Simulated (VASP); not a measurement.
Calculation: PBE GGA, VASP's PBE PAW potentials (set 64) (plane waves; VASP).

VASP ran on this input.

INCAR:
```
EDIFF  =  1E-6   ! SCF stop (eV)
LCHARG  =  .False.
GGA  =  PE
SIGMA  =  0.05   ! width (eV)
NELM  =  100
LREAL  =  Auto   ! projection in real space or not
PREC  =  Accurate
ENCUT  =  520   ! plane-wave cut-off (eV)
LASPH  =  .True.   ! aspherical one-centre terms
LWAVE  =  .False.
ALGO  =  Normal   ! blocked Davidson
SYSTEM  =  CaF2
ISMEAR  =  0
ISIF  =  2   ! forces and stress, cell fixed
```

KPOINTS:
```
Automatic mesh
0
gamma
6 6 6
0 0 0
```

**POSCAR**
```
CaF2
1.0
  0.0000000000   2.7330050000   2.6948020000
  2.7972450000   0.0000000000   2.6948020000
  2.7972450000   2.7330050000   0.0000000000
Ca F
1 2
Cartesian
  0.0000000000   0.0000000000   0.0000000000
  1.3986225000   1.3665025000   1.3474010000
  4.2399576757   4.0995075000   4.0422030000
```

POTCAR, in this order: Ca_sv F (PBE.64 set). Program: vasp_std.

Q: Predict the energy per atom (σ→0), pressure, largest force.

A: 
```
Property                        Value
---------------------  --------------
energy per atom (σ→0)  -5.774 eV/atom
pressure                     1.57 GPa
largest force              0.184 eV/Å
```

OSZICAR:
```
...
DAV:   7    -0.172989020502E+02   -0.47566E-02   -0.19207E-01  2816   0.391E+00    0.167E+00
DAV:   8    -0.173171862900E+02   -0.18284E-01   -0.33992E-02  2864   0.228E+00    0.197E-01
DAV:   9    -0.173215696047E+02   -0.43833E-02   -0.79598E-03  2816   0.710E-01    0.135E-01
DAV:  10    -0.173224754097E+02   -0.90581E-03   -0.13935E-03  2720   0.280E-01    0.355E-02
DAV:  11    -0.173224866224E+02   -0.11213E-04   -0.10629E-04  2872   0.962E-02    0.160E-02
DAV:  12    -0.173224936230E+02   -0.70007E-05   -0.22640E-05  2792   0.464E-02    0.313E-03
DAV:  13    -0.173224939678E+02   -0.34471E-06   -0.33759E-06  2784   0.154E-02
   1 F= -.17322494E+02 E0= -.17322494E+02  d E =-.419130E-26
```

The compound is CaF2 in the fluorite structure. The cell was not relaxed at this level, atoms are displaced from their ideal sites. The run is one of a series of settings (LREAL = Auto against the base run), some of them coarse on purpose.
